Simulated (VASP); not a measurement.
# BaFeO3: structure and properties in VASP, part 9 of 9

Aim: relax BaFeO3, then compute properties on the relaxed cell. Left out of this account: 1 further run (relaxation: a spoilt try). The start is a cell from a database of measured crystal structures.

VASP 6.6.1, plane waves and PAW; the level of theory is named at each step.

Still holding for the runs below: The magnetic order is the lowest of the few collinear ones that converged above; longer or canted patterns were not tried.

So far, moment of the cell, from the last line of the log (μB): step 2 (magnetic order: ferromagnetic) 4.12; step 8 (second relaxation) 4.00; step 9 (single point with fields (PBEsol + U)) 4.00; step 10 (bands along the symmetry lines (PBEsol + U)) 4.00. The relaxed cell has a = 3.936 Å (conventional setting).

The database entry behind the starting cell differs from later determinations by our own check (an axis about 1.3 % long against later determinations), so it need not match the best structure at ambient conditions.

**12. Electric field gradients (PBEsol + U)**

Level of this step: PBEsol, DFT+U (Fe d 3 eV), spin-polarised from a ferromagnetic start; plane waves and PAW (Ba_sv, Fe, O) (VASP).

Field gradients probe how far the charge around each nucleus departs from cubic symmetry; LASPH keeps the non-spherical terms inside the spheres.

File INCAR:

```
SYSTEM = BaFeO3
PREC = Accurate
ENCUT = 520
EDIFF = 1E-07
NELM = 100
ISMEAR = 0
SIGMA = 0.05
LREAL = .FALSE.
ALGO = Normal
GGA = PS
NBANDS = 29
ISPIN = 2
MAGMOM = 0.015 3.598 0.091 0.091 0.091
LDAU = .TRUE.
LDAUTYPE = 2
LDAUL = -1 2 -1
LDAUU = 0 3 0
LDAUJ = 0 0 0
LDAUPRINT = 1
LASPH = .TRUE.
LMAXMIX = 4
LORBIT = 11
LWAVE = .FALSE.
LCHARG = .FALSE.
KPAR = 8
LEFG = .TRUE.
```

File POSCAR:

```
BaFeO3
1.0
    3.9356229356      0.0000000000      0.0000000000
    0.0000000000      3.9356229356      0.0000000000
    0.0000000000      0.0000000000      3.9356229356
Ba Fe O
1 1 3
Direct
    0.0000000000      0.0000000000      0.0000000000
    0.5000000000      0.5000000000      0.5000000000
    0.5000000000      0.5000000000      0.0000000000
    0.0000000000      0.5000000000      0.5000000000
    0.5000000000      0.0000000000      0.5000000000
```

File KPOINTS:

```
Automatic mesh
0
Gamma
7 7 7
0 0 0
```

The projector-augmented-wave data sets are Ba_sv, Fe and O (PBE family, release 64).

Launch:

```console
$ mpirun -np 8 vasp_std
```

What it wrote:

```text
[... set-up lines as in an earlier step ...]
 entering main loop
       N       E                     dE             d eps       ncg     rms          rms(c)
DAV:   1     0.306636277552E+03    0.30664E+03   -0.17216E+04  2320   0.130E+03
DAV:   2    -0.159547278607E+02   -0.32259E+03   -0.29313E+03  2527   0.330E+02
DAV:   3    -0.455697275342E+02   -0.29615E+02   -0.28829E+02  2796   0.111E+02
DAV:   4    -0.463811432834E+02   -0.81142E+00   -0.80767E+00  3143   0.178E+01
DAV:   5    -0.463977784528E+02   -0.16635E-01   -0.16629E-01  2815   0.219E+00    0.289E+01
DAV:   6    -0.439547160953E+02    0.24431E+01   -0.54272E+01  3039   0.952E+01    0.634E+01
DAV:   7    -0.352987799527E+02    0.86559E+01   -0.42176E+01  2578   0.127E+02    0.151E+01
DAV:   8    -0.346774178990E+02    0.62136E+00   -0.35449E+00  3206   0.290E+01    0.708E+00
DAV:   9    -0.345161846221E+02    0.16123E+00   -0.94120E-01  3354   0.177E+01    0.345E+00
DAV:  10    -0.345189145011E+02   -0.27299E-02   -0.15311E-01  2610   0.291E+00    0.213E+00
DAV:  11    -0.345044733730E+02    0.14441E-01   -0.20684E-02  2706   0.288E+00    0.865E-01
DAV:  12    -0.345046868833E+02   -0.21351E-03   -0.95849E-03  3013   0.134E+00    0.418E-01
DAV:  13    -0.345055848893E+02   -0.89801E-03   -0.25534E-03  2986   0.733E-01    0.302E-01
DAV:  14    -0.345051993148E+02    0.38557E-03   -0.82891E-04  3064   0.516E-01    0.970E-02
DAV:  15    -0.345052258208E+02   -0.26506E-04   -0.11834E-04  3530   0.932E-02    0.389E-02
DAV:  16    -0.345052279518E+02   -0.21310E-05   -0.97022E-06  3165   0.329E-02    0.207E-02
DAV:  17    -0.345052276775E+02    0.27435E-06   -0.71233E-06  2984   0.487E-02    0.150E-02
DAV:  18    -0.345052278602E+02   -0.18271E-06   -0.12157E-06  2928   0.102E-02    0.894E-03
DAV:  19    -0.345052276636E+02    0.19660E-06   -0.34178E-07  2554   0.106E-02    0.365E-03
DAV:  20    -0.345052276698E+02   -0.61823E-08   -0.12712E-07  1787   0.630E-03
ion   1
     0.0000000    -0.0000000     0.0000000    -0.0000000     0.0000000    -0.0000000
     0.0000600    -0.0000000     0.0000000    -0.0000000     0.0000000    -0.0000000
     0.0000826    -0.0000000     0.0000000    -0.0000000     0.0000000    -0.0000000
     0.0001137    -0.0000000     0.0000000    -0.0000000     0.0000000    -0.0000000
     0.0001566    -0.0000000     0.0000000    -0.0000000     0.0000000    -0.0000000

     0.0000000    -0.0000000    -0.0000000    -0.0000000     0.0000000    -0.0000000
     0.0000600    -0.0000000    -0.0000000    -0.0000000     0.0000000    -0.0000000
     0.0000826    -0.0000000    -0.0000000    -0.0000000     0.0000000    -0.0000000
     0.0001137    -0.0000000    -0.0000000    -0.0000000     0.0000000    -0.0000000
     0.0001566    -0.0000000    -0.0000000    -0.0000000     0.0000000    -0.0000000

ion   2
     0.0000000     0.0000000     0.0000000    -0.0000000    -0.0000000    -0.0000000
     0.0000445     0.0000000     0.0000000    -0.0000000    -0.0000000    -0.0000000
     0.0000605     0.0000000     0.0000000    -0.0000000    -0.0000000    -0.0000000
     0.0000823     0.0000000     0.0000000    -0.0000000    -0.0000000    -0.0000000
     0.0001120     0.0000000     0.0000000    -0.0000000    -0.0000000    -0.0000000

     0.0000000     0.0000000     0.0000000    -0.0000000    -0.0000000    -0.0000000
     0.0000445     0.0000000     0.0000000    -0.0000000    -0.0000000    -0.0000000
     0.0000605     0.0000000     0.0000000    -0.0000000    -0.0000000    -0.0000000
     0.0000823     0.0000000     0.0000000    -0.0000000    -0.0000000    -0.0000000
     0.0001120     0.0000000     0.0000000    -0.0000000    -0.0000000    -0.0000000

ion   3
     0.0000000     0.0000000    -0.0000000   -32.7907076    -0.0000000     0.0000000
     0.0000293     0.0000000    -0.0000000   -32.7907073    -0.0000000     0.0000000
     0.0000403     0.0000000    -0.0000000   -32.7907071    -0.0000000     0.0000000
     0.0000555     0.0000000    -0.0000000   -32.7907067    -0.0000000     0.0000000
     0.0000765     0.0000000    -0.0000000   -32.7907059    -0.0000000     0.0000000

     0.0000000     0.0000000    -0.0000000   -98.3918783    -0.0000000     0.0000000
     0.0000293     0.0000000    -0.0000000   -98.3918534    -0.0000000     0.0000000
     0.0000403     0.0000000    -0.0000000   -98.3918367    -0.0000000     0.0000000
     0.0000555     0.0000000    -0.0000000   -98.3918084    -0.0000000     0.0000000
     0.0000765     0.0000000    -0.0000000   -98.3917607    -0.0000000     0.0000000

ion   4
     0.0000000    -0.0000000    -0.0000000    16.3953538     0.0000000   -28.3975858
     0.0000293    -0.0000000    -0.0000000    16.3953537     0.0000000   -28.3975856
     0.0000403    -0.0000000    -0.0000000    16.3953536     0.0000000   -28.3975854
     0.0000555    -0.0000000    -0.0000000    16.3953533     0.0000000   -28.3975850
     0.0000765    -0.0000000    -0.0000000    16.3953529     0.0000000   -28.3975843

     0.0000000    -0.0000000    -0.0000000    49.1959391     0.0000000   -85.2098661
     0.0000293    -0.0000000    -0.0000000    49.1959267     0.0000000   -85.2098446
     0.0000403    -0.0000000    -0.0000000    49.1959184     0.0000000   -85.2098301
     0.0000555    -0.0000000    -0.0000000    49.1959042     0.0000000   -85.2098056
     0.0000765    -0.0000000    -0.0000000    49.1958804     0.0000000   -85.2097643

ion   5
     0.0000000    -0.0000000     0.0000000    16.3953538     0.0000000    28.3975858
     0.0000293    -0.0000000     0.0000000    16.3953537     0.0000000    28.3975856
     0.0000403    -0.0000000     0.0000000    16.3953536     0.0000000    28.3975854
     0.0000555    -0.0000000     0.0000000    16.3953533     0.0000000    28.3975850
     0.0000765    -0.0000000     0.0000000    16.3953529     0.0000000    28.3975843

     0.0000000    -0.0000000     0.0000000    49.1959391     0.0000000    85.2098661
     0.0000293    -0.0000000     0.0000000    49.1959267     0.0000000    85.2098446
     0.0000403    -0.0000000     0.0000000    49.1959184     0.0000000    85.2098301
     0.0000555    -0.0000000     0.0000000    49.1959042     0.0000000    85.2098056
     0.0000765    -0.0000000     0.0000000    49.1958804     0.0000000    85.2097643

   1 F= -.34505228E+02 E0= -.34504458E+02  d E =-.153943E-02  mag=     4.0000
```

Elapsed: 11 s, on 8 MPI ranks of Intel Xeon 6975P-C (Granite Rapids), shared host; peak memory 1.9 GiB.

OUTCAR, selected parts (step 12):

```text
   NELECT =      36.0000    total number of electrons

atom =   2  type =  2  l = 2

 onsite density matrix

spin component  1

  0.9814 -0.0000  0.0000 -0.0000  0.0000
 -0.0000  0.9814  0.0000 -0.0000 -0.0000
  0.0000  0.0000  0.8912  0.0000  0.0000
 -0.0000 -0.0000  0.0000  0.9814  0.0000
  0.0000 -0.0000  0.0000  0.0000  0.8912

spin component  2

  0.1813  0.0000 -0.0000  0.0000 -0.0000
  0.0000  0.1813 -0.0000  0.0000  0.0000
 -0.0000 -0.0000  0.3178  0.0000 -0.0000
  0.0000  0.0000  0.0000  0.1813 -0.0000
 -0.0000  0.0000 -0.0000 -0.0000  0.3178

 occupancies and eigenvectors

  o =  0.1813  v =  0.0000  0.0000  0.0000  0.0000  0.0000  0.0000  1.0000 -0.0000 -0.0050 -0.0000      0.0000  0.0000  0.0000  0.0000  0.0000  0.0000  0.0000  0.0000  0.0000  0.0000
  o =  0.1813  v =  0.0000  0.0000  0.0000  0.0000  0.0000  1.0000  0.0000  0.0000  0.0000  0.0000      0.0000  0.0000  0.0000  0.0000  0.0000  0.0000  0.0000  0.0000  0.0000  0.0000
  o =  0.1813  v =  0.0000  0.0000  0.0000  0.0000  0.0000  0.0000 -0.0050  0.0000 -1.0000 -0.0000      0.0000  0.0000  0.0000  0.0000  0.0000  0.0000  0.0000  0.0000  0.0000  0.0000
  o =  0.3178  v =  0.0000  0.0000  0.0000  0.0000  0.0000  0.0000  0.0000  0.8875  0.0000  0.4608      0.0000  0.0000  0.0000  0.0000  0.0000  0.0000  0.0000  0.0000  0.0000  0.0000
  o =  0.3178  v =  0.0000  0.0000  0.0000  0.0000  0.0000  0.0000  0.0000 -0.4608 -0.0000  0.8875      0.0000  0.0000  0.0000  0.0000  0.0000  0.0000  0.0000  0.0000  0.0000  0.0000
  o =  0.8912  v =  0.0000 -0.0000 -0.0418 -0.0000  0.9991  0.0000  0.0000  0.0000  0.0000  0.0000      0.0000  0.0000  0.0000  0.0000  0.0000  0.0000  0.0000  0.0000  0.0000  0.0000
  o =  0.8912  v =  0.0000 -0.0000 -0.9991 -0.0000 -0.0418  0.0000  0.0000  0.0000  0.0000  0.0000      0.0000  0.0000  0.0000  0.0000  0.0000  0.0000  0.0000  0.0000  0.0000  0.0000
  o =  0.9814  v =  0.0000 -0.0171 -0.0000  0.9999  0.0000  0.0000  0.0000  0.0000  0.0000  0.0000      0.0000  0.0000  0.0000  0.0000  0.0000  0.0000  0.0000  0.0000  0.0000  0.0000
  o =  0.9814  v =  1.0000  0.0000  0.0000  0.0000  0.0000  0.0000  0.0000  0.0000  0.0000  0.0000      0.0000  0.0000  0.0000  0.0000  0.0000  0.0000  0.0000  0.0000  0.0000  0.0000
  o =  0.9814  v =  0.0000  0.9999 -0.0000  0.0171 -0.0000  0.0000  0.0000  0.0000  0.0000  0.0000      0.0000  0.0000  0.0000  0.0000  0.0000  0.0000  0.0000  0.0000  0.0000  0.0000

 E-fermi :   3.0038

 spin component 1
 k-point     1 :       0.0000    0.0000    0.0000
  band No.  band energies     occupation
    ...
     17       1.5383      1.00000
     18       1.5383      1.00000
     19       2.5453      1.00000
     20       2.5453      1.00000
     21       2.5453      1.00000
     22       7.9728      0.00000
     23       7.9728      0.00000
     24       9.8434      0.00000
     25      11.0530      0.00000
     26      11.0530      0.00000
    ...

 k-point     2 :       0.1429    0.0000    0.0000
  band No.  band energies     occupation
    ...
     17       1.5303      1.00000
     18       1.5303      1.00000
     19       2.3806      1.00000
     20       2.4779      1.00000
     21       2.4779      1.00000
     22       8.3653      0.00000
     23       8.4031      0.00000
     24      10.3302      0.00000
     25      11.1175      0.00000
     26      11.3995      0.00000
    ...

  Total        0.0101023      0.0101023      0.0101023      0.0000000      0.0000000     -0.0000000
  in kB        0.2655170      0.2655170      0.2655170      0.0000000      0.0000000     -0.0000000
  external PRESSURE =       0.2655170 kB  Pullay stress =       0.0000000 kB

  FREE ENERGIE OF THE ION-ELECTRON SYSTEM (eV)
  ---------------------------------------------------
  free  energy   TOTEN  =       -34.5052276698 eV

  energy  without entropy=      -34.5036882427  energy(sigma->0) =      -34.50445796

 Electric field gradients after diagonalization (V/A^2)
 (convention: |V_zz| > |V_xx| > |V_yy|)
----------------------------------------------------------------------
 ion       V_xx      V_yy      V_zz     asymmetry (V_yy - V_xx)/ V_zz
----------------------------------------------------------------------
   1       0.000    -0.000     0.000      -0.734
   2      -0.000    -0.000     0.000       0.162
   3     -62.616   -62.616   125.232       0.000
   4     -62.616   -62.616   125.232       0.000
   5     -62.616   -62.616   125.232       0.000
----------------------------------------------------------------------

[... 10 parts as in an earlier step ...]

[... 14 further parts left out ...]
```

Numbers from this step:

```
SCF cycles                                        : 20
bands                                             : 29
irreducible k-points                              : 20
free energy (TOTEN)                               : -34.51 eV
Fermi energy                                      : 3.004 eV
pressure                                          : 0.02655 GPa
moment of the cell, from the last line of the log : 4 μB
```

Electric field gradients, by row:

| atom | Vxx (V/Å²) | Vyy (V/Å²) | Vzz (V/Å²) | asymmetry |
| --- | --- | --- | --- | --- |
| Ba1 | 0 | 0 | 0 | - |
| Fe2 | 0 | 0 | 0 | - |
| O3 | -62.62 | -62.62 | 125.2 | 0 |
| O4 | -62.62 | -62.62 | 125.2 | 0 |
| O5 | -62.62 | -62.62 | 125.2 | 0 |

The largest gradient, 125.23 V/Å², sits on O3 and like sites; times the quadrupole moment of a nucleus that has one, it gives the coupling that NMR and NQR see.

**13. What came out**

* relaxed volume: 12.19 Å³/atom
* relaxed conventional cell a, b, c: 3.936, 3.936, 3.936 Å
* space group after relaxing, within 0.02 Å: Pm-3m (No. 221)
* moment of the cell (10×10×10 mesh): 4.00 μB
* largest site moment (10×10×10 mesh): 3.61 μB on Fe2
* band gap: none, a half-metal
* DOS at the Fermi level: 0.733 states/eV/cell
* largest field gradient Vzz: 125.23 V/Å² on O3

What this shows: With PBEsol + U, BaFeO3 relaxes to 12.19 Å³/atom in space group Pm-3m, comes out as a half-metal, with a gap in one spin channel alone and keeps moments of up to 3.61 μB (10×10×10 mesh). Against the listed cell the volume lies -6.2 %. Of 4 collinear starts at PBEsol + U, the lowest ends ferromagnetic. Bands along the symmetry lines (PBEsol + U), spin up: Of the bands kept, 2 cross the Fermi level on this path. Bands along the symmetry lines (PBEsol + U), spin down: On this path the gap is indirect, 0.43 eV, with the valence top at R and the conduction bottom at Γ. The least direct gap is 0.65 eV. Spin-orbit coupling is left out, and with elements this heavy it would split and shift bands near the Fermi level. Only a few collinear orders were tried, on the cell as listed. No search among competing phases was made, and a listed structure need not be the one stable at ambient conditions. All values are for a static lattice at zero temperature.

[Lines on the potential files, build, host, timing and source positions are cut from VASP's logs without a mark.]

[Logs are printed without paths, hosts, clocks, repeated set-up lines and the standing remarks that a program may print on its own settings, such as how far it seeks lower states.]

[Hosts, paths, dates, database ids (printed as entryN), source tags and the programs' standing remarks are cut or masked in the printed files.]

[A measured line is paired with the nearest computed mode of its activity, which favours agreement.]
